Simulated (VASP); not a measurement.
Output of a VASP run:

File OUTCAR:
```
 ion  position               nearest neighbor table
   1  0.000  0.500  0.500-   2 2.65   3 2.65   4 2.65   2 2.65   4 2.65   3 2.65   4 2.65   4 2.65
                             2 2.65   3 2.65   2 2.65   3 2.65
   2  0.500  0.500  0.000-   1 2.65   3 2.65   4 2.65   1 2.65   3 2.65   3 2.65   4 2.65   3 2.65
                             1 2.65   4 2.65   1 2.65   4 2.65
   3  0.500  0.000  0.500-   1 2.65   2 2.65   4 2.65   2 2.65   4 2.65   1 2.65   2 2.65   2 2.65
                             1 2.65   4 2.65   4 2.65   1 2.65
   4  0.000  0.000  0.000-   1 2.65   2 2.65   3 2.65   1 2.65   3 2.65   1 2.65   2 2.65   1 2.65
                             2 2.65   3 2.65   3 2.65   2 2.65
  LATTYP: Found a simple cubic cell.
 ALAT       =     3.7424030000
 Subroutine PRICEL returns:
 Original cell was already a primitive cell.
 Subroutine GETGRP returns: Found 48 space group operations
The static configuration has the point symmetry O_h .
The dynamic configuration has the point symmetry O_h .
 Subroutine INISYM returns: Found 48 space group operations
 Subroutine IBZKPT returns following result:
 Found     20 irreducible k-points:

 Following reciprocal coordinates:
            Coordinates               Weight
  0.000000  0.000000  0.000000      1.000000
  0.166667  0.000000  0.000000      6.000000
  0.333333  0.000000  0.000000      6.000000
  0.500000  0.000000  0.000000      3.000000
  0.166667  0.166667  0.000000     12.000000
  0.333333  0.166667  0.000000     24.000000
  0.500000  0.166667  0.000000     12.000000
  0.333333  0.333333  0.000000     12.000000
  0.500000  0.333333  0.000000     12.000000
  0.500000  0.500000  0.000000      3.000000
  0.166667  0.166667  0.166667      8.000000
  0.333333  0.166667  0.166667     24.000000
  0.500000  0.166667  0.166667     12.000000
  0.333333  0.333333  0.166667     24.000000
  0.500000  0.333333  0.166667     24.000000
  0.500000  0.500000  0.166667      6.000000
  0.333333  0.333333  0.333333      8.000000
  0.500000  0.333333  0.333333     12.000000
  0.500000  0.500000  0.333333      6.000000
  0.500000  0.500000  0.500000      1.000000
   k-points           NKPTS =     20   k-points in BZ     NKDIM =     20   number of bands    NBANDS=     33
   number of dos      NEDOS =    301   number of ions     NIONS =      4
   total plane-waves  NPLWV =  13824
   dimension x,y,z NGX =    24 NGY =   24 NGZ =   24
   dimension x,y,z NGXF=    48 NGYF=   48 NGZF=   48
   ions per type =               3   1
   PREC   = accura    normal or accurate (medium, high low for compatibility)
   ISTART =      0    job   : 0-new  1-cont  2-samecut
   ICHARG =      2    charge: 1-file 2-atom 10-const
   ISPIN  =      1    spin polarized calculation?
   LNONCOLLINEAR =      F non collinear calculations
   LSORBIT =      F    spin-orbit coupling
   INIWAV =      1    electr: 0-lowe 1-rand  2-diag
   ENCUT  =  300.0 eV  22.05 Ry    4.70 a.u.   5.29  5.29  5.29*2*pi/ulx,y,z
   NELM   =    100;   NELMIN=  2; NELMDL= -5     # of ELM steps
   EDIFF  = 0.1E-05   stopping-criterion for ELM
   LREAL  =      F    real-space projection
   NLSPLINE    = F    spline interpolate recip. space projectors
   LMAXMIX     =    6 max onsite mixed and CHGCAR
   VOSKOWN=      0    Vosko Wilk Nusair interpolation
   EDIFFG = 0.1E-04   stopping-criterion for IOM
   NSW    =      0    number of steps for IOM
   NBLOCK =      1;   KBLOCK =      1    inner block; outer block
   IBRION =     -1    ionic relax: 0-MD 1-quasi-New 2-CG
   NFREE  =      0    steps in history (QN), initial steepest desc. (CG)
   ISIF   =      2    stress and relaxation
   ISYM   =      2    0-nonsym 1-usesym 2-fastsym
   TEIN   =    0.0    initial temperature
   TEBEG  =    0.0;   TEEND  =   0.0 temperature during run
   SMASS  =  -3.00    Nose mass-parameter (am)
   PSTRESS=    0.0 pullay stress
   NELECT =      56.0000    total number of electrons
   EFERMI =   0.00;   METHOD = LEGACY
   ISMEAR =    -1;   SIGMA  =   0.10  broadening in eV -4-tet -1-fermi 0-gaus
   IALGO  =     38    algorithm
   LDIAG  =      T    sub-space diagonalisation (order eigenvalues)
   IMIX   =      4    mixing-type and parameters
     AMIX     =   0.40;   BMIX     =  1.00
...
```

### OSZICAR
```
       N       E                     dE             d eps       ncg     rms          rms(c)
DAV:   1     0.501196544986E+03    0.50120E+03   -0.24489E+04  1320   0.134E+03
DAV:   2    -0.225654594202E+02   -0.52376E+03   -0.51482E+03  1386   0.472E+02
DAV:   3    -0.423090944632E+02   -0.19744E+02   -0.19246E+02  1641   0.890E+01
DAV:   4    -0.426410990415E+02   -0.33200E+00   -0.32958E+00  1498   0.106E+01
DAV:   5    -0.426472614280E+02   -0.61624E-02   -0.61587E-02  1615   0.142E+00    0.346E+01
DAV:   6    -0.406198236727E+02    0.20274E+01   -0.45225E+00  1414   0.166E+01    0.126E+01
DAV:   7    -0.403346692152E+02    0.28515E+00   -0.16016E+00  1544   0.759E+00    0.234E+00
DAV:   8    -0.402867233224E+02    0.47946E-01   -0.29478E-01  1537   0.299E+00    0.110E+00
DAV:   9    -0.402757347068E+02    0.10989E-01   -0.15983E-02  1481   0.108E+00    0.180E-01
DAV:  10    -0.402756899497E+02    0.44757E-04   -0.59938E-04  1846   0.166E-01    0.817E-02
DAV:  11    -0.402757027017E+02   -0.12752E-04   -0.85720E-05  1565   0.534E-02    0.176E-02
DAV:  12    -0.402757026431E+02    0.58582E-07   -0.28340E-05  1470   0.323E-02    0.193E-02
DAV:  13    -0.402756990522E+02    0.35909E-05   -0.20918E-06  1040   0.924E-03    0.220E-03
DAV:  14    -0.402756989760E+02    0.76262E-07   -0.26809E-07   705   0.270E-03
   1 F= -.40275699E+02 E0= -.40212718E+02  d E =-.125962E+00
```

OUTCAR:
```
------------------------ aborting loop because EDIFF is reached ----------------------------------------
  FORCE on cell =-STRESS in cart. coord.  units (eV):
  Direction    XX          YY          ZZ          XY          YZ          ZX
  --------------------------------------------------------------------------------------
  Total       11.3429222     11.3429222     11.3429222      0.0000000     -0.0000000      0.0000000
  in kB      346.7239790    346.7239790    346.7239790      0.0000000     -0.0000000      0.0000000
  external PRESSURE =     346.7239790 kB  Pullay stress =       0.0000000 kB
  volume of cell :       52.41
      direct lattice vectors                 reciprocal lattice vectors
     3.742403000  0.000000000  0.000000000     0.267207994  0.000000000  0.000000000
     0.000000000  3.742403000  0.000000000     0.000000000  0.267207994  0.000000000
     0.000000000  0.000000000  3.742403000     0.000000000  0.000000000  0.267207994
 POSITION                                       TOTAL-FORCE (eV/Angst)
 -----------------------------------------------------------------------------------
      0.00000      1.87120      1.87120         0.000000      0.000000      0.000000
      1.87120      1.87120      0.00000         0.000000      0.000000      0.000000
      1.87120      0.00000      1.87120         0.000000      0.000000      0.000000
      0.00000      0.00000      0.00000         0.000000      0.000000      0.000000
 -----------------------------------------------------------------------------------
    total drift:                                0.000000     -0.000000     -0.000000
  FREE ENERGIE OF THE ION-ELECTRON SYSTEM (eV)
  ---------------------------------------------------
  free  energy   TOTEN  =       -40.2756989760 eV

  energy  without entropy=      -40.1497366783  energy(sigma->0) =      -40.21271783
```
(Selected blocks of OUTCAR.)

POSCAR:
```
Ru3W
1
    3.7424030000     0.0000000000     0.0000000000
    0.0000000000     3.7424030000     0.0000000000
    0.0000000000     0.0000000000     3.7424030000
Ru W
3 1
Direct
  0.0000000000   0.5000000000   0.5000000000
  0.5000000000   0.5000000000   0.0000000000
  0.5000000000   0.0000000000   0.5000000000
  0.0000000000   0.0000000000   0.0000000000
```

Question: Reconstruct the remaining input files.

Answer: This is not unique; one that fits is the input of the run itself, PBE GGA, plane waves, VASP's PBE PAW potentials (set 64).

### KPOINTS
```
K-points
0
Gamma
 6 6 6
0 0 0
```

**INCAR**
```
SYSTEM = Ru3W
PREC = Accurate
ENCUT = 300
EDIFF = 1E-6
NELM = 100
ALGO = Normal
LREAL = .FALSE.
LASPH = .TRUE.
ISMEAR = -1
SIGMA = 0.1
GGA = PE
LMAXMIX = 6
LWAVE = .FALSE.
LCHARG = .FALSE.
ISIF = 2
```

POTCAR, in this order: Ru_pv W_sv (PBE.64 set). Program: vasp_std.

At this cut-off the stress carries a Pulay error, which pulls relaxed volumes low.

The structure was generated: Ru3W was put into an ordered model structure, which need not be its known phase. The cell was not relaxed at this level, and its volume differs by -5.9 % from the start's.
